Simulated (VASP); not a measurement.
Method: r2SCAN meta-GGA, VASP's PBE PAW potentials (set 64) (plane waves; VASP).

VASP input:

KPOINTS:
```
Automatic mesh
0
Gamma
11 11 10
0 0 0
```

INCAR:
```
# general
SYSTEM  = NbP
PREC    = Accurate
ENCUT   = 400
LREAL   = F
LASPH   = T

# electronic loop
EDIFF   = 1E-6
NELM    = 100
ALGO    = Normal
LMAXMIX = 4
LMIXTAU = T

# smearing
ISMEAR  = 1
SIGMA   = 0.1

# functional
METAGGA = R2SCAN

# ions
IBRION  = 2
NSW     = 60
ISIF    = 3
EDIFFG  = -0.01

# output
LWAVE   = F
LCHARG  = F
```

POSCAR:
```
NbP
1
    3.3354048973    -0.0000000038     0.0000000000
   -1.6677029552     2.8885457953    -0.0000000000
    0.0000000000    -0.0000000000     3.3184882684
Nb P
1 1
Direct
  0.0000000000   0.0000000000   0.0000000000
  0.6666670000   0.3333330000   0.5000000000
```

POTCAR, in this order: Nb_sv P (PBE.64 set). Program: vasp_std.

What VASP printed:

OSZICAR:
```
       N       E                     dE             d eps       ncg     rms          rms(c)
DAV:   1     0.939042093305E+02    0.93904E+02   -0.86679E+03  2512   0.115E+03
DAV:   2    -0.372482463248E+02   -0.13115E+03   -0.12710E+03  3061   0.386E+02
DAV:   3    -0.435474456701E+02   -0.62992E+01   -0.62149E+01  3959   0.681E+01
DAV:   4    -0.438358669891E+02   -0.28842E+00   -0.28760E+00  3641   0.147E+01
DAV:   5    -0.438474635085E+02   -0.11597E-01   -0.11591E-01  4092   0.251E+00    0.120E+01
DAV:   6    -0.358335430115E+02    0.80139E+01   -0.56962E+00  4123   0.303E+01    0.420E+00
DAV:   7    -0.359148110460E+02   -0.81268E-01   -0.57832E-01  2901   0.758E+00    0.231E+00
DAV:   8    -0.357962252639E+02    0.11859E+00   -0.58979E-01  3051   0.865E+00    0.858E-01
DAV:   9    -0.359357488145E+02   -0.13952E+00   -0.10811E-01  2931   0.417E+00    0.472E-01
DAV:  10    -0.359871661605E+02   -0.51417E-01   -0.37536E-02  3352   0.202E+00    0.177E-01
DAV:  11    -0.360098855598E+02   -0.22719E-01   -0.10307E-02  2696   0.109E+00    0.142E-01
DAV:  12    -0.360116812385E+02   -0.17957E-02   -0.57113E-03  2926   0.675E-01    0.923E-02
DAV:  13    -0.360121233572E+02   -0.44212E-03   -0.11156E-03  3406   0.374E-01    0.458E-02
DAV:  14    -0.360123769489E+02   -0.25359E-03   -0.28760E-04  2846   0.159E-01    0.354E-02
DAV:  15    -0.360122789851E+02    0.97964E-04   -0.70837E-05  3237   0.772E-02    0.124E-02
DAV:  16    -0.360123709802E+02   -0.91995E-04   -0.46716E-05  2926   0.792E-02    0.403E-03
DAV:  17    -0.360123689861E+02    0.19941E-05   -0.47312E-06  3314   0.222E-02    0.309E-03
DAV:  18    -0.360123745069E+02   -0.55208E-05   -0.61490E-07  1518   0.998E-03    0.182E-03
DAV:  19    -0.360123715376E+02    0.29693E-05   -0.45243E-07  1513   0.832E-03    0.692E-04
DAV:  20    -0.360123725830E+02   -0.10454E-05   -0.59909E-08  1508   0.346E-03    0.497E-04
DAV:  21    -0.360123727519E+02   -0.16894E-06   -0.22981E-08  1498   0.193E-03
   1 F= -.36012373E+02 E0= -.36012386E+02  d E =-.360124E+02
       N       E                     dE             d eps       ncg     rms          rms(c)
DAV:   1    -0.360131304400E+02   -0.75786E-03   -0.37536E-02  2846   0.239E+00    0.176E-01
DAV:   2    -0.360125392615E+02    0.59118E-03   -0.23850E-03  3197   0.555E-01    0.833E-02
DAV:   3    -0.360124472056E+02    0.92056E-04   -0.57561E-04  3245   0.261E-01    0.308E-02
DAV:   4    -0.360124561936E+02   -0.89880E-05   -0.12083E-04  3899   0.101E-01    0.172E-02
DAV:   5    -0.360124513760E+02    0.48177E-05   -0.77803E-05  3119   0.949E-02    0.104E-02
DAV:   6    -0.360124843261E+02   -0.32950E-04   -0.23024E-05  2701   0.530E-02    0.190E-03
DAV:   7    -0.360124743469E+02    0.99792E-05   -0.63496E-06  3225   0.271E-02    0.204E-03
DAV:   8    -0.360124822534E+02   -0.79065E-05   -0.10341E-06  1543   0.139E-02    0.896E-04
DAV:   9    -0.360124798699E+02    0.23835E-05   -0.27160E-07  1353   0.744E-03    0.607E-04
DAV:  10    -0.360124798308E+02    0.39130E-07   -0.42356E-08  1333   0.279E-03
   2 F= -.36012480E+02 E0= -.36012493E+02  d E =-.107079E-03
       N       E                     dE             d eps       ncg     rms          rms(c)
DAV:   1    -0.360124820669E+02   -0.21970E-05   -0.99164E-05  2846   0.123E-01    0.899E-03
DAV:   2    -0.360124808843E+02    0.11826E-05   -0.62730E-06  3169   0.285E-02    0.429E-03
DAV:   3    -0.360124811260E+02   -0.24167E-06   -0.13011E-06  1572   0.135E-02
   3 F= -.36012481E+02 E0= -.36012494E+02  d E =-.108374E-03
       N       E                     dE             d eps       ncg     rms          rms(c)
DAV:   1    -0.360126773630E+02   -0.19648E-03   -0.10364E-02  2821   0.139E+00    0.112E-01
DAV:   2    -0.360124905562E+02    0.18681E-03   -0.83623E-04  3291   0.365E-01    0.490E-02
DAV:   3    -0.360124728317E+02    0.17724E-04   -0.13956E-04  4118   0.133E-01    0.175E-02
DAV:   4    -0.360124581110E+02    0.14721E-04   -0.33373E-05  3845   0.499E-02    0.774E-03
DAV:   5    -0.360124693072E+02   -0.11196E-04   -0.19886E-05  4012   0.452E-02    0.800E-03
DAV:   6    -0.360124662031E+02    0.31041E-05   -0.21678E-06  1973   0.171E-02    0.385E-03
DAV:   7    -0.360124692297E+02   -0.30266E-05   -0.19085E-06  2083   0.171E-02    0.233E-03
DAV:   8    -0.360124677885E+02    0.14412E-05   -0.46643E-07  1373   0.972E-03    0.941E-04
DAV:   9    -0.360124675181E+02    0.27044E-06   -0.12162E-07  1308   0.427E-03
   4 F= -.36012468E+02 E0= -.36012479E+02  d E =0.136079E-04
       N       E                     dE             d eps       ncg     rms          rms(c)
DAV:   1    -0.360125671598E+02   -0.99371E-04   -0.38908E-03  2831   0.848E-01    0.697E-02
DAV:   2    -0.360124925674E+02    0.74592E-04   -0.31628E-04  3291   0.224E-01    0.305E-02
DAV:   3    -0.360124849754E+02    0.75920E-05   -0.51604E-05  4118   0.806E-02    0.108E-02
DAV:   4    -0.360124862989E+02   -0.13236E-05   -0.12230E-05  3742   0.303E-02    0.464E-03
DAV:   5    -0.360124857765E+02    0.52247E-06   -0.71091E-06  3679   0.273E-02
   5 F= -.36012486E+02 E0= -.36012498E+02  d E =-.465049E-05
```

**OUTCAR**
```
------------------------ aborting loop because EDIFF is reached ----------------------------------------
  FORCE on cell =-STRESS in cart. coord.  units (eV):
  Direction    XX          YY          ZZ          XY          YZ          ZX
  --------------------------------------------------------------------------------------
  Total       -0.0009620     -0.0009620     -0.0029510      0.0000000     -0.0000000      0.0000000
  in kB       -0.0482652     -0.0482653     -0.1480565      0.0000000     -0.0000000      0.0000000
  external PRESSURE =      -0.0815290 kB  Pullay stress =       0.0000000 kB
  volume of cell :       31.93
      direct lattice vectors                 reciprocal lattice vectors
     3.330929203 -0.000000003  0.000000000     0.300216528  0.173330121  0.000000000
    -1.665465107  2.884669728  0.000000000     0.000000000  0.346660136  0.000000000
     0.000000000  0.000000000  3.323490457    -0.000000000 -0.000000000  0.300888482
 POSITION                                       TOTAL-FORCE (eV/Angst)
 -----------------------------------------------------------------------------------
      0.00000      0.00000      0.00000        -0.000000      0.000000      0.000000
      1.66547      0.96156      1.66175         0.000000     -0.000000     -0.000000
 -----------------------------------------------------------------------------------
    total drift:                               -0.000252      0.000139      0.000000
  FREE ENERGIE OF THE ION-ELECTRON SYSTEM (eV)
  ---------------------------------------------------
  free  energy   TOTEN  =       -36.0124857765 eV

  energy  without entropy=      -36.0125226973  energy(sigma->0) =      -36.01249808

 reached required accuracy - stopping structural energy minimisation
```
(Selected blocks of OUTCAR.)

### CONTCAR
```
NbP
   1.00000000000000
     3.3309292027864741   -0.0000000030046466    0.0000000000000000
    -1.6654651065791302    2.8846697280611413    0.0000000000000000
     0.0000000000000000    0.0000000000000000    3.3234904568601316
  Nb              P
     1     1
Direct
     0.0000000000000000    0.0000000000000000    0.0000000000000000
     0.6666669999999968    0.3333330000000032    0.5000000000000000
```

The structure was generated: NbP was put into the WC type (P-6m2), which need not be its known phase. This run relaxes it. Symmetry was kept, so distortions that lower it aren't found. The start is the result of an earlier pass.
